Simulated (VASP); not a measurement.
Output of a VASP run:

File OUTCAR:
```
 ion  position               nearest neighbor table
   1  0.000  0.000  0.000-   4 1.80   5 1.80   4 1.80   5 1.80   3 1.84   6 1.84
   2  0.500  0.500  0.500-   3 1.80   6 1.80   3 1.80   6 1.80   5 1.84   4 1.84
   3  0.306  0.306  0.000-   2 1.80   2 1.80   1 1.84
   4  0.806  0.194  0.500-   1 1.80   1 1.80   2 1.84
   5  0.194  0.806  0.500-   1 1.80   1 1.80   2 1.84
   6  0.694  0.694  0.000-   2 1.80   2 1.80   1 1.84
  LATTYP: Found a simple tetragonal cell.
 ALAT       =     4.2568073688
 C/A-ratio  =     0.6398154983
 Subroutine PRICEL returns:
 Original cell was already a primitive cell.
 Subroutine GETGRP returns: Found 16 space group operations
The static configuration has the point symmetry D_2h.
 The point group associated with its full space group is D_4h.
The dynamic configuration has the point symmetry D_2h.
 Subroutine INISYM returns: Found 16 space group operations
 Subroutine IBZKPT returns following result:
 Found     30 irreducible k-points:

 Following reciprocal coordinates:
            Coordinates               Weight
  0.000000  0.000000  0.000000      1.000000
  0.200000  0.000000  0.000000      4.000000
  0.400000  0.000000  0.000000      4.000000
  0.200000  0.200000  0.000000      4.000000
  0.400000  0.200000  0.000000      8.000000
  0.400000  0.400000  0.000000      4.000000
  0.000000  0.000000  0.125000      2.000000
  0.200000  0.000000  0.125000      8.000000
  0.400000  0.000000  0.125000      8.000000
  0.200000  0.200000  0.125000      8.000000
  0.400000  0.200000  0.125000     16.000000
  0.400000  0.400000  0.125000      8.000000
  0.000000  0.000000  0.250000      2.000000
  0.200000  0.000000  0.250000      8.000000
  0.400000  0.000000  0.250000      8.000000
  0.200000  0.200000  0.250000      8.000000
  0.400000  0.200000  0.250000     16.000000
  0.400000  0.400000  0.250000      8.000000
  0.000000  0.000000  0.375000      2.000000
  0.200000  0.000000  0.375000      8.000000
  0.400000  0.000000  0.375000      8.000000
  0.200000  0.200000  0.375000      8.000000
  0.400000  0.200000  0.375000     16.000000
  0.400000  0.400000  0.375000      8.000000
  0.000000  0.000000  0.500000      1.000000
  0.200000  0.000000  0.500000      4.000000
  0.400000  0.000000  0.500000      4.000000
  0.200000  0.200000  0.500000      4.000000
  0.400000  0.200000  0.500000      8.000000
  0.400000  0.400000  0.500000      4.000000
   k-points           NKPTS =     30   k-points in BZ     NKDIM =     30   number of bands    NBANDS=     20
   number of dos      NEDOS =    301   number of ions     NIONS =      6
   total plane-waves  NPLWV =  20480
   dimension x,y,z NGX =    32 NGY =   32 NGZ =   20
   dimension x,y,z NGXF=    64 NGYF=   64 NGZF=   40
   ions per type =               2   4
   PREC   = accura    normal or accurate (medium, high low for compatibility)
   ISTART =      0    job   : 0-new  1-cont  2-samecut
   ICHARG =      2    charge: 1-file 2-atom 10-const
   ISPIN  =      1    spin polarized calculation?
   LNONCOLLINEAR =      F non collinear calculations
   LSORBIT =      F    spin-orbit coupling
   INIWAV =      1    electr: 0-lowe 1-rand  2-diag
   ENCUT  =  520.0 eV  38.22 Ry    6.18 a.u.   7.91  7.91  5.06*2*pi/ulx,y,z
   NELM   =    100;   NELMIN=  2; NELMDL= -5     # of ELM steps
   EDIFF  = 0.1E-06   stopping-criterion for ELM
   LREAL  =      F    real-space projection
   NLSPLINE    = F    spline interpolate recip. space projectors
   LMAXMIX     =    2 max onsite mixed and CHGCAR
   VOSKOWN=      0    Vosko Wilk Nusair interpolation
   EDIFFG = -.1E-01   stopping-criterion for IOM
   NSW    =     30    number of steps for IOM
   NBLOCK =      1;   KBLOCK =     30    inner block; outer block
   IBRION =      2    ionic relax: 0-MD 1-quasi-New 2-CG
   NFREE  =      1    steps in history (QN), initial steepest desc. (CG)
   ISIF   =      4    stress and relaxation
   ISYM   =      2    0-nonsym 1-usesym 2-fastsym
   TEIN   =    0.0    initial temperature
...
```

OSZICAR:
```
...
DAV:   6    -0.579725241916E+02   -0.13230E-02   -0.12562E-03  1240   0.450E-01    0.198E-02
DAV:   7    -0.579725784907E+02   -0.54299E-04   -0.82981E-05  1388   0.891E-02    0.493E-03
DAV:   8    -0.579725862854E+02   -0.77947E-05   -0.10060E-05  1284   0.354E-02    0.360E-03
DAV:   9    -0.579725855330E+02    0.75236E-06   -0.16338E-06  1316   0.163E-02    0.117E-03
DAV:  10    -0.579725859780E+02   -0.44500E-06   -0.70493E-07  1316   0.922E-03    0.442E-04
DAV:  11    -0.579725861311E+02   -0.15305E-06   -0.76236E-08   772   0.381E-03    0.142E-04
DAV:  12    -0.579725861274E+02    0.36548E-08   -0.81328E-09   672   0.114E-03
   2 F= -.57972586E+02 E0= -.57972586E+02  d E =-.159902E-01
       N       E                     dE             d eps       ncg     rms          rms(c)
DAV:   1    -0.579725930742E+02   -0.69431E-05   -0.48185E-03  1224   0.596E-01    0.203E-02
DAV:   2    -0.579725981993E+02   -0.51251E-05   -0.14066E-04  1400   0.944E-02    0.973E-03
DAV:   3    -0.579725948997E+02    0.32996E-05   -0.31599E-06  1368   0.245E-02    0.462E-03
DAV:   4    -0.579725940488E+02    0.85090E-06   -0.45450E-06  1248   0.225E-02    0.129E-03
DAV:   5    -0.579725947717E+02   -0.72295E-06   -0.25073E-06  1252   0.213E-02    0.725E-04
DAV:   6    -0.579725954328E+02   -0.66104E-06   -0.55580E-07  1256   0.912E-03    0.406E-04
DAV:   7    -0.579725954345E+02   -0.17149E-08   -0.34697E-08   736   0.186E-03
   3 F= -.57972595E+02 E0= -.57972595E+02  d E =-.159995E-01
       N       E                     dE             d eps       ncg     rms          rms(c)
DAV:   1    -0.579774118717E+02   -0.48164E-02   -0.39813E-01  1308   0.560E+00    0.462E-01
DAV:   2    -0.579753496790E+02    0.20622E-02   -0.57563E-03  1384   0.674E-01    0.270E-01
DAV:   3    -0.579742647048E+02    0.10850E-02   -0.29829E-03  1340   0.520E-01    0.207E-02
DAV:   4    -0.579742585412E+02    0.61635E-05   -0.44279E-04  1296   0.236E-01    0.176E-02
DAV:   5    -0.579742976608E+02   -0.39120E-04   -0.13058E-04  1256   0.135E-01    0.124E-02
DAV:   6    -0.579741954257E+02    0.10224E-03   -0.43794E-05  1272   0.776E-02    0.375E-03
DAV:   7    -0.579742192923E+02   -0.23867E-04   -0.91887E-06  1292   0.318E-02    0.217E-03
DAV:   8    -0.579742161102E+02    0.31821E-05   -0.14499E-06  1284   0.143E-02    0.810E-04
DAV:   9    -0.579742169921E+02   -0.88192E-06   -0.35117E-07  1160   0.581E-03    0.232E-04
DAV:  10    -0.579742170396E+02   -0.47458E-07   -0.61662E-08   720   0.268E-03
   4 F= -.57974217E+02 E0= -.57974217E+02  d E =-.162161E-02
       N       E                     dE             d eps       ncg     rms          rms(c)
DAV:   1    -0.579746128972E+02   -0.39591E-03   -0.24351E-02  1308   0.138E+00    0.114E-01
DAV:   2    -0.579744849983E+02    0.12790E-03   -0.35336E-04  1384   0.167E-01    0.668E-02
DAV:   3    -0.579744153748E+02    0.69624E-04   -0.18405E-04  1332   0.129E-01    0.516E-03
DAV:   4    -0.579744178058E+02   -0.24310E-05   -0.27356E-05  1284   0.586E-02    0.450E-03
DAV:   5    -0.579744201060E+02   -0.23002E-05   -0.78728E-06  1248   0.331E-02    0.308E-03
DAV:   6    -0.579744144156E+02    0.56903E-05   -0.25888E-06  1260   0.189E-02    0.930E-04
DAV:   7    -0.579744159416E+02   -0.15260E-05   -0.60035E-07  1296   0.817E-03    0.565E-04
DAV:   8    -0.579744157349E+02    0.20671E-06   -0.10406E-07   764   0.393E-03    0.193E-04
DAV:   9    -0.579744158025E+02   -0.67538E-07   -0.25601E-08   636   0.155E-03
   5 F= -.57974416E+02 E0= -.57974416E+02  d E =-.182037E-02
```

### OUTCAR
```
------------------------ aborting loop because EDIFF is reached ----------------------------------------
  FORCE on cell =-STRESS in cart. coord.  units (eV):
  Direction    XX          YY          ZZ          XY          YZ          ZX
  --------------------------------------------------------------------------------------
  Total       -4.7463246     -4.7463246     -4.7460546      0.0000000      0.0000000      0.0000000
  in kB     -154.0853224   -154.0853224   -154.0765557      0.0000000      0.0000000      0.0000000
  external PRESSURE =    -154.0824002 kB  Pullay stress =       0.0000000 kB
  volume of cell :       49.35
      direct lattice vectors                 reciprocal lattice vectors
     4.276934968 -0.000000000  0.000000000     0.233812300  0.000000000  0.000000000
    -0.000000000  4.276934968  0.000000000     0.000000000  0.233812300  0.000000000
     0.000000000  0.000000000  2.697996957     0.000000000  0.000000000  0.370645340
 POSITION                                       TOTAL-FORCE (eV/Angst)
 -----------------------------------------------------------------------------------
      0.00000      0.00000      0.00000         0.000000     -0.000000     -0.000000
      2.13847      2.13847      1.34900        -0.000000     -0.000000     -0.000000
      1.31925      1.31925      0.00000         0.000326      0.000326     -0.000000
      3.45772      0.81922      1.34900         0.000326     -0.000326      0.000000
      0.81922      3.45772      1.34900        -0.000326      0.000326     -0.000000
      2.95768      2.95768      0.00000        -0.000326     -0.000326      0.000000
 -----------------------------------------------------------------------------------
    total drift:                                0.000000      0.000000      0.000000
  FREE ENERGIE OF THE ION-ELECTRON SYSTEM (eV)
  ---------------------------------------------------
  free  energy   TOTEN  =       -57.9744158025 eV

  energy  without entropy=      -57.9744158025  energy(sigma->0) =      -57.97441580

 reached required accuracy - stopping structural energy minimisation
```
(Selected blocks of OUTCAR.)

**POSCAR**
```
SiO2
1
    4.2568073688     0.0000000000     0.0000000000
    0.0000000000     4.2568073688     0.0000000000
    0.0000000000     0.0000000000     2.7235713280
Si O
2 4
Direct
  0.0000000000   0.0000000000   0.0000000000
  0.5000000000   0.5000000000   0.5000000000
  0.3056024461   0.3056024461   0.0000000000
  0.8056024461   0.1943975539   0.5000000000
  0.1943975539   0.8056024461   0.5000000000
  0.6943975539   0.6943975539   0.0000000000
```

Task: Write an INCAR and KPOINTS that could have produced this output.

Result: This is not unique; one that fits is the input of the run itself, r2SCAN+rVV10, plane waves, VASP's PBE PAW potentials (set 64).

INCAR:
```
SYSTEM = SiO2
PREC = Accurate; ENCUT = 520; LREAL = .FALSE.
LASPH = .TRUE.
EDIFF = 1E-7; NELM = 100; ALGO = Normal
LMIXTAU = .TRUE.
ISMEAR = 0; SIGMA = 0.05
METAGGA = R2SCAN; LUSE_VDW = .TRUE.; BPARAM = 11.95
CPARAM = 0.0093
IBRION = 2; NSW = 30; ISIF = 4
EDIFFG = -0.01
LWAVE = .FALSE.; LCHARG = .FALSE.
```

File KPOINTS:
```
Automatic mesh
0
G
  5 5 8
0 0 0
```

POTCAR, in this order: Si O (PBE.64 set). Program: vasp_std.

The compound is SiO2 in the rutile structure, stishovite, a high-pressure form. This cell is one point of a volume scan, at 1.06 of the reference volume. Symmetry was kept, so distortions that lower it aren't found.
